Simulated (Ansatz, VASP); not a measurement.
# LuCd: VASP beside Ansatz

Aim: how closely do two programs agree when they are given the same cell, functional and k mesh? The cell is taken from a series of runs on this material, whose earlier steps may have relaxed, scaled, displaced or heated it; both programs get it as it stands.

Main program and level: Ansatz 0.2.0; plane waves, with VASP 6.6.1 beside it; relaxation of cell and atoms at PBEsol and zone-centre phonons at PBEsol.

### 1. The starting structure

The structure is cubic, space group Pm-3m (No. 221). The conventional cell has a = 3.609 Å, b = 3.609 Å, c = 3.609 Å, α = 90.00°, β = 90.00°, γ = 90.00°. Nearest to Lu lie 8 Cd at 3.13 Å. Cd has 8 Lu at 3.13 Å nearest. Farther neighbours are not listed.

### 2. Ansatz: relaxation of cell and atoms, PBEsol

Ansatz runs on its PAW soft_1 files.

The relaxed volume is the usual yardstick between codes: in a stiff, nearly cubic crystal its relative difference is about their pressure difference at one cell divided by the bulk modulus.

Contents of input.yaml:

```yaml
crystal:
  lattice:
    - [3.6089505865, 0.0, 0.0]
    - [0.0, 3.6089505865, 0.0]
    - [0.0, 0.0, 3.6089505865]
  atoms:
    - { symbol: Lu, position: [0.5, 0.5, 0.5] }
    - { symbol: Cd, position: [0.0, 0.0, 0.0] }
kpoints:
  mp_grid: { grid: [12, 12, 12] }
hamiltonian:
  xc: pbesol
  pseudopotentials: { kind: paw, azcp: { folder: soft_1 }, xc_functional: pbe }
scf:
  occupations: { method: methfessel_paxton, width: 0.2 }
output:
  forces: true
  stress: true
  eigenvalues: true
relax:
  adjacent_minimum: "off"
  f_tol: 0.001
  max_steps: 60
  cell: { stress_tol: 0.01 }
```

Command:

```
$ ansatz run input.yaml --threads 4 --pin off --max-ram 10240MiB --backend cpu --events-out ev --progress --plain --runs-dir out
```

Numbers of over 12 decimals in the logs are rounded to 6 here.

The program printed:

```text
Engine: ansatz 0.2.0, aarch64-unknown-linux-gnu
Pseudopotentials: kind: paw
Pseudopotential: Lu, paw, valence charge 25, recommended cutoff 420 eV (normal), soft_1/Lu.paw.azcp
Pseudopotential: Cd, paw, valence charge 20, recommended cutoff 420 eV (normal), soft_1/Cd.paw.azcp
Functional definition: PBEsol
  exchange = pbesol_x
  correlation = pbesol_c
Crystal: 2 atoms, lattice volume = 47.005 Å³
Basis set: ecut = 420 eV, 925 PW (Γ), exchange–correlation on 50×50×50 points (8 copies of the dense FFT grid, shifted against one another)
Bands: 27, of which v1, the nominal top of the filled ones, is band 23 counted from 1 (22 counted from 0)
Symmetry: 48 space group operations
Space group: Pm-3m (ITA 221), of the structure as read, at distance tolerance 3.6e-5 Å
k-points: 84 of 1728
Non-local potential: Lu, projectors of the file, l = 0: 3, l = 1: 2, l = 2: 2, l = 3: 3
Non-local potential: Cd, projectors of the file, l = 0: 3, l = 1: 2, l = 2: 2, l = 3: 1
PAW form: soft (Blöchl's): semilocal exchange-correlation on the pseudo side does not see the compensation charge
PAW frozen core: Lu, regenerated for the run's functional, and the local potential with it (the file was generated under x = pbe(κ = 0.804, μ = 0.219515), c = pbe(β = 0.066725))
PAW frozen core: Cd, regenerated for the run's functional, and the local potential with it (the file was generated under x = pbe(κ = 0.804, μ = 0.219515), c = pbe(β = 0.066725))
PAW one-centre angular grid: Lu, 590 points (default); XC on 64 Gauss nodes
PAW one-centre angular grid: Cd, 590 points (default); XC on 64 Gauss nodes
Initial density: superposition of atomic densities (chi_scale 0.1, normalization cell, long waves kept (reshape's long-wave potential 0.00 eV rms))
Initial wavefunctions: pseudopotential atomic-orbital guess
Functional: x = pbesol(κ = 0.804, μ = 0.123457), c = pbesol(β = 0.046)
SCF iter   1: F=—  HF=-22798.097197 eV  |F-HF|=—  |Δ(HF+E_count)|=         —  Δρ=8.50e-2  dr2=4.43e0  ethr=3.10e-3  ⟨swp⟩=5.2  Hψ=11168  notcnv=0
preconditioner: auto → Kerker (q_TF=auto, 2.709 Å⁻¹)  [metal: Δε(μ)=0.012 eV  Ē_g=12.198 eV  σ=0.200 eV  W_gap=0.05  n_scr=18 (ndim 8)  ℏωp=32.0 eV  f_vac=0.000  D(μ)=3.25/eV (n_scr^D=32)]
SCF iter   2: F=—  HF=-22797.053030 eV  |F-HF|=—  |Δ(HF+E_count)|=    1.04e0  S|Δr|=    0.00e0  Δρ=2.56e-2  dr2=5.13e-1  ethr=3.10e-3  ⟨swp⟩=3.1  Hψ=5510  notcnv=0
SCF iter   3: F=—  HF=-22796.901926 eV  |F-HF|=—  |Δ(HF+E_count)|=   1.51e-1  S|Δr|=    0.00e0  Δρ=1.63e-2  dr2=1.71e-1  ethr=1.14e-3  ⟨swp⟩=2.5  Hψ=4878  notcnv=0
SCF iter   4: F=—  HF=-22796.848324 eV  |F-HF|=—  |Δ(HF+E_count)|=   5.36e-2  S|Δr|=    0.00e0  Δρ=7.75e-3  dr2=3.13e-2  ethr=3.80e-4  ⟨swp⟩=3.1  Hψ=4781  notcnv=0
SCF iter   5: F=—  HF=-22796.838204 eV  |F-HF|=—  |Δ(HF+E_count)|=   1.01e-2  S|Δr|=    0.00e0  Δρ=3.17e-3  dr2=3.14e-3  ethr=6.96e-5  ⟨swp⟩=2.6  Hψ=5434  notcnv=0
SCF iter   6: F=—  HF=-22796.838582 eV  |F-HF|=—  |Δ(HF+E_count)|=   3.77e-4  S|Δr|=    0.00e0  Δρ=5.94e-4  dr2=1.60e-4  ethr=6.99e-6  ⟨swp⟩=2.4  Hψ=4104  notcnv=0
SCF iter   7: F=—  HF=-22796.838552 eV  |F-HF|=—  |Δ(HF+E_count)|=   2.94e-5  S|Δr|=    0.00e0  Δρ=2.12e-4  dr2=1.33e-5  ethr=3.55e-7  ⟨swp⟩=3.1  Hψ=5153  notcnv=0
SCF iter   8: F=—  HF=-22796.838617 eV  |F-HF|=—  |Δ(HF+E_count)|=   6.49e-5  S|Δr|=    0.00e0  Δρ=5.77e-5  dr2=1.13e-6  ethr=2.97e-8  ⟨swp⟩=2.7  Hψ=4402  notcnv=0
SCF iter   9: F=—  HF=-22796.838617 eV  |F-HF|=—  |Δ(HF+E_count)|=   5.90e-7  S|Δr|=    0.00e0  Δρ=1.42e-5  dr2=5.63e-8  ethr=2.22e-10  ⟨swp⟩=8.2  Hψ=18462  notcnv=0
SCF iter  10: F=-22796.838617 eV  HF=-22796.838617 eV  |F-HF|=1.01e-9  |Δ(HF+E_count)|=   1.16e-8  S|Δr|=    0.00e0  Δρ=3.07e-6  dr2=3.27e-9  ethr=1.25e-10  ⟨swp⟩=5.0  Hψ=9395  notcnv=0
SCF 1 converged in 10 iterations: F = -22796.838617 eV  dr2 = 3.27e-9
  greatest PAW one-centre occupation: 1.000 electrons in one spin orbital (limit 2), on the Cd atom at site 1 (counted from 0), in its partial waves of l = 0
relax step   1: F+E_penalty+E_count = -22796.83861669 eV  Δ(F+E_penalty+E_count) = +0.000e0 eV  max|allowed force component| = 1.512e-29 eV/Å  Δτ_max = 0.0000 Å  P = -0.046 GPa  Ω = 47.005 Å³  (10 SCF iters, dr2 threshold 1.00e-7 eV, accepted)
[...]
relax step   2: F+E_penalty+E_count = -22796.83863342 eV  Δ(F+E_penalty+E_count) = -1.673e-5 eV  max|allowed force component| = 7.586e-29 eV/Å  Δτ_max = 0.0000 Å  P = +0.027 GPa  Ω = 46.956 Å³  energy of the carried Pulay correction = +1.376e-5 eV  (6 SCF iters, dr2 threshold 5.37e-9 eV, accepted)
[...]
relax step   3: F+E_penalty+E_count = -22796.83862988 eV  Δ(F+E_penalty+E_count) = +3.538e-6 eV  max|allowed force component| = 5.456e-30 eV/Å  Δτ_max = 0.0000 Å  P = -0.000 GPa  Ω = 46.974 Å³  energy of the carried Pulay correction = +8.696e-6 eV  (6 SCF iters, dr2 threshold 1.82e-9 eV, accepted)
[...]
relax step   4: F+E_penalty+E_count = -22796.83861782 eV  Δ(F+E_penalty+E_count) = +1.206e-5 eV  max|allowed force component| = 8.513e-30 eV/Å  Δτ_max = 0.0000 Å  P = -0.000 GPa  Ω = 46.974 Å³  stress off target by 9.37e-5 GPa  SCF on the basis re-selected at this cell (its energy is not comparable with the rows above)  (6 SCF iters)
basis re-selected at this cell: Δ(F+E_penalty+E_count) = +1.206e-5 eV, ΔP = -0.000 GPa vs the last step (what re-selecting the basis moved, of the pressure what is left beyond the Pulay correction that the steps carried, after the strain that the cell walked since its last selection, with what the two solves' SCF thresholds leave and, on support functions, any second-order correction that the steps lacked; it is no m [...]
SCF converged after 6 iterations
Stability not checked: this state was not tested for a lower state beside it, because cold or Methfessel-Paxton smearing, or corrected tetrahedra, fill the levels in a way that the test cannot read (fill_not_monotonic; see scf.lower_state_search)
Free energy (F): -22796.838618 eV
Harris-Foulkes:  -22796.838618 eV  (|F-HF|=0.00e0)
Internal energy: -22796.839035 eV  (E = F + TS)
E sigma→0 (E₀):  -22796.838722 eV
Entropy (-TS):   0.000417 eV (0.208 meV/atom)
Fermi energy:    15.320838 eV
--- Per-component energies (eV) ---
  E_band       = -349.890529
  E_kinetic    = 859.119372
  E_local      = -9449.413198  (includes V_loc(G=0)·N_el)
  E_nonlocal   = 804.867869
  E_hartree    = 4079.946447
  E_xc         = -363.298778
  E_vxc        = -449.763509  (∫ρ·V_xc dr)
  E_paw        = -11326.217857  (= ΣΔE_a)
  E_vpaw       = -274.594297  (= ΣTr[D̂ρ^β])
  E_aug_tail   = 0.000326  (compensation charges beyond the density's cutoff)
  E_ewald      = -7403.377062
  E_core_change = 1.533845  (= ΣΔE_core)
  E_smearing   = 0.000417  (= −TS)
  E_closure    = -0.000000  (closes the sum)
  Σ components = -22796.838618   (vs F -22796.838618, Δ=0.00e0)
--- Forces (eV/Å), atoms counted from 1 ---
  atom   1  Lu    -0.00000000     0.00000000    -0.00000000
  atom   2  Cd     0.00000000     0.00000000     0.00000000
  max |Σ_I F_I| component: 1.66e-29 eV/Å
--- Stress (GPa, compression-positive) ---
       -0.000094      -0.000000       0.000000
       -0.000000      -0.000094       0.000000
        0.000000       0.000000      -0.000094
  P = ⅓ Tr σ = -0.0001 GPa (-0.001 kbar)
--- Band table (eV; the first three rows and the last of 84) ---
  k-point 0: bands = [... 19 lower, 9.9579, 9.9744, 15.5599, 15.5599, 19.7795, 19.7795, 19.7795, 19.9950]
  k-point 1: bands = [... 19 lower, 9.9598, 9.9754, 15.4997, 15.5659, 19.0113, 19.0113, 19.6025, 19.7723]
  k-point 2: bands = [... 19 lower, 9.9652, 9.9782, 15.1831, 15.5826, 18.2528, 18.2528, 19.0705, 19.7525]
  k-point 83: bands = [... 19 lower, 9.9795, 13.4660, 13.4660, 13.4660, 15.8332, 19.9907, 19.9907, 19.9907]
--- Relaxed structure (3 steps of the walk, 3 accepted, 1 SCFs on fresh bases) ---
  F+E_penalty+E_count = -22796.83861782 eV   max|allowed force component| = 8.513e-30 eV/Å   (the final SCF, on the basis selected at the relaxed cell)
  cell:  # Å, volume = 46.9738 Å³
    - [3.608156, 0, 0]
    - [0, 3.608156, 0.0]
    - [0, 0.0, 3.608156]
  atoms:
    - { symbol: Lu, position: [0.5, 0.5, 0.5] }
    - { symbol: Cd, position: [0, 0, 0] }
```

In the SCF lines HF is the Harris–Foulkes energy and dr2 the Hartree energy of the density residual, in eV; the loop may stop once dr2 is under the threshold and the program's other checks hold. Hψ counts applications of the Hamiltonian.

### 3. VASP: relaxation of cell and atoms, PBEsol

The same cell, functional, mesh and smearing now go to VASP, with its own data sets.

Lines of VASP's logs that name or quote its potential files are left out, and so is its time.

Contents of INCAR:

```
SYSTEM = LuCd
PREC = Accurate
ENCUT = 500
EDIFF = 1E-07
NELM = 120
ISMEAR = 1
SIGMA = 0.2
LREAL = .FALSE.
ALGO = Normal
GGA = PS
NBANDS = 16
LORBIT = 11
LWAVE = .FALSE.
LCHARG = .FALSE.
ISIF = 3
IBRION = 2
NSW = 80
EDIFFG = -0.005
LASPH = .TRUE.
GGA_COMPAT = .FALSE.
NELMIN = 4
KPAR = 2
```

Contents of POSCAR:

```
LuCd
1.0
    3.6089510000      0.0000000000      0.0000000000
    0.0000000000      3.6089510000      0.0000000000
    0.0000000000      0.0000000000      3.6089510000
Lu Cd
1 1
Direct
    0.4999998615      0.4999998615      0.4999998615
    0.9999998615      0.9999998615      0.9999998615
```

Contents of KPOINTS:

```
Automatic mesh
0
Gamma
12 12 12
0 0 0
```

Potentials, in the order of the species: Lu_3 and Cd (PBE family, release 64).

Command:

```
$ mpirun -np 2 vasp_std
```

The program printed:

```text
[banner, memory and clock lines left out]
running    2 mpi-ranks, on    1 nodes
 distrk:  each k-point on    1 cores,    2 groups
 distr:  one band on    1 cores,    1 groups

 POSCAR found type information on POSCAR LuCd
 POSCAR found :  2 types and       2 ions
|                                                                             |
|               ----> ADVICE to this user running VASP <----                  |
|                                                                             |
|     You enforced a specific xc type in the INCAR file but a different       |
|     [... a line on the potential file left out ...]
|     I HOPE YOU KNOW WHAT YOU ARE DOING!                                     |
|                                                                             |

 LDA part: xc-table for (Slater+PW92), standard interpolation
 POSCAR, INCAR and KPOINTS ok, starting setup
 FFT: planning ... GRIDC
 FFT: planning ... GRID_SOFT
 FFT: planning ... GRID
 WAVECAR not read
 entering main loop
       N       E                     dE             d eps       ncg     rms          rms(c)
DAV:   1     0.938359734997E+02    0.93836E+02   -0.10080E+04  4024   0.143E+03
DAV:   2    -0.478959491287E+01   -0.98626E+02   -0.96521E+02  4240   0.504E+02
DAV:   3    -0.697194501913E+01   -0.21824E+01   -0.21782E+01  3856   0.604E+01
DAV:   4    -0.698254534423E+01   -0.10600E-01   -0.10599E-01  3384   0.276E+00
DAV:   5    -0.698281216255E+01   -0.26682E-03   -0.26681E-03  4032   0.457E-01    0.223E+01
DAV:   6    -0.675165079289E+01    0.23116E+00   -0.74104E-01  4000   0.949E+00    0.129E+01
DAV:   7    -0.704547212720E+01   -0.29382E+00   -0.31300E+00  4496   0.365E+00    0.283E+00
DAV:   8    -0.709153613123E+01   -0.46064E-01   -0.81588E+00  4360   0.135E+00    0.185E-01
DAV:   9    -0.673588798587E+01    0.35565E+00   -0.37329E+00  3720   0.548E-01    0.338E-01
DAV:  10    -0.673587311968E+01    0.14866E-04   -0.29623E-05  3872   0.555E-02    0.161E-01
DAV:  11    -0.673587249699E+01    0.62269E-06   -0.85464E-05  3856   0.962E-02    0.196E-01
DAV:  12    -0.673587293235E+01   -0.43536E-06   -0.44020E-06  3744   0.225E-02    0.886E-02
DAV:  13    -0.673587298275E+01   -0.50399E-07   -0.62659E-08  2008   0.199E-03
   1 F= -.67358730E+01 E0= -.67359572E+01  d E =-.673587E+01
 curvature:   0.00 expect dE= 0.000E+00 dE for cont linesearch  0.000E+00
 trial: gam= 0.00000 g(F)=  0.000E+00 g(S)=  0.480E-04 ort = 0.000E+00 (trialstep = 0.100E+01)
 search vector abs. value=  0.480E-04
 bond charge predicted
       N       E                     dE             d eps       ncg     rms          rms(c)
DAV:   1    -0.673657928872E+01   -0.70636E-03   -0.13896E-02  3328   0.200E+00    0.217E-01
DAV:   2    -0.673595610573E+01    0.62318E-03   -0.19499E-03  4136   0.507E-01    0.622E-02
DAV:   4    -0.673588803482E+01    0.11966E-04   -0.39399E-05  4288   0.881E-02    0.118E-02
DAV:   5    -0.673588851885E+01   -0.48403E-06   -0.33302E-06  4144   0.162E-02    0.320E-03
DAV:   6    -0.673588844898E+01    0.69871E-07   -0.66014E-07  3888   0.947E-03
   2 F= -.67358884E+01 E0= -.67359705E+01  d E =-.154662E-04
 trial-energy change:   -0.000015  1 .order   -0.000014   -0.000048    0.000020
 step:   0.7322(harm=  0.7103)  dis= 0.00000  next Energy=    -6.735891 (dE=-0.181E-04)
 bond charge predicted
       N       E                     dE             d eps       ncg     rms          rms(c)
DAV:   1    -0.673594049837E+01   -0.51980E-04   -0.99388E-04  3328   0.536E-01    0.589E-02
DAV:   2    -0.673589736001E+01    0.43138E-04   -0.13877E-04  4136   0.135E-01    0.165E-02
DAV:   3    -0.673589294928E+01    0.44107E-05   -0.65580E-06  4136   0.331E-02    0.113E-02
DAV:   4    -0.673589138439E+01    0.15649E-05   -0.27593E-06  4304   0.233E-02    0.313E-03
DAV:   5    -0.673589121046E+01    0.17393E-06   -0.16131E-07  2304   0.424E-03    0.509E-04
DAV:   6    -0.673589120026E+01    0.10203E-07   -0.25306E-08  1384   0.641E-03
   3 F= -.67358912E+01 E0= -.67359738E+01  d E =-.182175E-04
 curvature:  -0.35 expect dE=-0.318E-08 dE for cont linesearch -0.318E-08
 trial: gam= 0.00000 g(F)=  0.463E-48 g(S)=  0.900E-08 ort =-0.657E-06 (trialstep = 0.946E+00)
 search vector abs. value=  0.910E-08
 reached required accuracy - stopping structural energy minimisation
```

From OUTCAR (step 3):

```text
ion  position               nearest neighbor table
   1  0.500  0.500  0.500-   2 3.13   2 3.13   2 3.13   2 3.13   2 3.13   2 3.13   2 3.13   2 3.13

  LATTYP: Found a simple cubic cell.
 ALAT       =     3.6089510000

 Subroutine GETGRP returns: Found 48 space group operations
 (whereof 48 operations were pure point group operations)

The static configuration has the point symmetry O_h .

 Found     84 irreducible k-points:

   k-points           NKPTS =     84   k-points in BZ     NKDIM =     84   number of bands    NBANDS=     16

   dimension x,y,z NGX =    28 NGY =   28 NGZ =   28
   dimension x,y,z NGXF=    56 NGYF=   56 NGZF=   56

   ENCUT  =  500.0 eV  36.75 Ry    6.06 a.u.   6.58  6.58  6.58*2*pi/ulx,y,z

   NELECT =      21.0000    total number of electrons

 k-points in reciprocal lattice and weights: Automatic mesh
   0.00000000  0.00000000  0.00000000       0.001
   0.08333333  0.00000000  0.00000000       0.003
   0.16666667  0.00000000  0.00000000       0.003
   0.25000000  0.00000000  0.00000000       0.003
   0.33333333  0.00000000  0.00000000       0.003
   0.41666667  0.00000000  0.00000000       0.003
   0.50000000  0.00000000  0.00000000       0.002
   0.08333333  0.08333333  0.00000000       0.007
   0.16666667  0.08333333  0.00000000       0.014
[...]
0.50000000  0.50000000  0.41666667       0.003
   0.50000000  0.50000000  0.50000000       0.001

 average (electrostatic) potential at core
       1 -32.4763       2 -38.6241

 E-fermi :   3.2068

 k-point     1 :       0.0000    0.0000    0.0000
  band No.  band energies     occupation
    ...
      5      -5.7244      2.00000
      6      -5.3556      2.00000
      7      -5.3556      2.00000
      8      -5.3556      2.00000
      9      -4.6215      2.00000
     10       3.4492     -0.07087
     11       3.4492     -0.07087
     12       7.6977      0.00000
     13       7.6977      0.00000
     14       7.6977      0.00000
    ...

 k-point     2 :       0.0833    0.0000    0.0000
  band No.  band energies     occupation
    ...
      5      -5.7002      2.00000
      6      -5.3613      2.00000
      7      -5.3613      2.00000
      8      -5.3530      2.00000
      9      -4.5150      2.00000
     10       3.3896     -0.02746
     11       3.4566     -0.07074
     12       6.9125     -0.00000
     13       6.9125     -0.00000
     14       7.4791      0.00000
    ...

 k-point     3 :       0.1667    0.0000    0.0000
  band No.  band energies     occupation
    ...
      6      -5.3768      2.00000
      7      -5.3768      2.00000
      8      -5.3459      2.00000
      9      -4.1982      2.00000
     10       3.0718      1.90151
     11       3.4772     -0.06673
     12       6.1528     -0.00000
     13       6.1528     -0.00000
     14       6.9353     -0.00000
     15       7.6779      0.00000
    ...

  Total        0.0003527      0.0003527      0.0003527     -0.0000000      0.0000000      0.0000000
  in kB        0.0120396      0.0120396      0.0120396     -0.0000000      0.0000000      0.0000000
  external PRESSURE =       0.0120396 kB  Pullay stress =       0.0000000 kB

  energy-cutoff  :      500.00
  volume of cell :       46.94
      direct lattice vectors                 reciprocal lattice vectors
     3.607309523  0.000000000 -0.000000000     0.277214914  0.000000000 -0.000000000
    -0.000000000  3.607309523 -0.000000000    -0.000000000  0.277214914 -0.000000000
     0.000000000  0.000000000  3.607309523     0.000000000  0.000000000  0.277214914

 POSITION                                       TOTAL-FORCE (eV/Angst)
 -----------------------------------------------------------------------------------
      1.80365      1.80365      1.80365        -0.000000     -0.000000      0.000000
      3.60731      3.60731      3.60731         0.000000      0.000000      0.000000
 -----------------------------------------------------------------------------------
    total drift:                                0.000195      0.000195      0.000195

  FREE ENERGIE OF THE ION-ELECTRON SYSTEM (eV)
  ---------------------------------------------------
  free  energy   TOTEN  =        -6.7358912003 eV

  energy  without entropy=       -6.7361388931  energy(sigma->0) =       -6.73597376

 reached required accuracy - stopping structural energy minimisation

 total charge
# of ion       s       p       d       tot
------------------------------------------
    1        0.419   6.528   0.881   7.829
    2        0.594   0.418   9.415  10.428
--------------------------------------------------
tot          1.013   6.946  10.297  18.256

[... 3 further parts left out ...]
```

CONTCAR:

```
LuCd
   1.00000000000000
     3.6073095226769234    0.0000000000000000   -0.0000000000000000
    -0.0000000000000000    3.6073095226769234   -0.0000000000000000
     0.0000000000000000    0.0000000000000000    3.6073095226769234
  Lu              Cd
     1     1
Direct
     0.4999998615000010    0.4999998615000010    0.4999998615000010
     0.9999998615000010    0.9999998615000010    0.9999998615000010
```

The data set Lu_3 holds the 4f electrons frozen in the core, so no f bands or f moments appear.

### 4. Side by side

Known differences besides the potentials themselves: the data sets hold 45 valence electrons in Ansatz (on its PAW soft_1 files) and 21 in VASP; the cutoff is 420 eV in Ansatz and 500 eV in VASP; Ansatz makes its cores anew for this functional, VASP keeps those of its PBE data sets; Ansatz adds a Pulay correction to the stress that steers its cell, VASP none. Total energies have different zeros and are not compared.

The two programs side by side:

```tsv
quantity	Ansatz	VASP	difference
volume (Å³)	46.97	46.94	+0.07 %
edge a after relaxation, in the typed setting (Å)	3.608	3.607	+0.02 %
```

(Continued in part 2 of 2.)

[Lines on the potential files, build, host, timing and source positions are cut from VASP's logs without a mark.]

[Logs are printed without paths, hosts, clocks, repeated set-up lines and the standing remarks that a program may print on its own settings, such as how far it seeks lower states.]

[Hosts, paths, dates, database ids (printed as entryN), source tags and the programs' standing remarks are cut or masked in the printed files.]
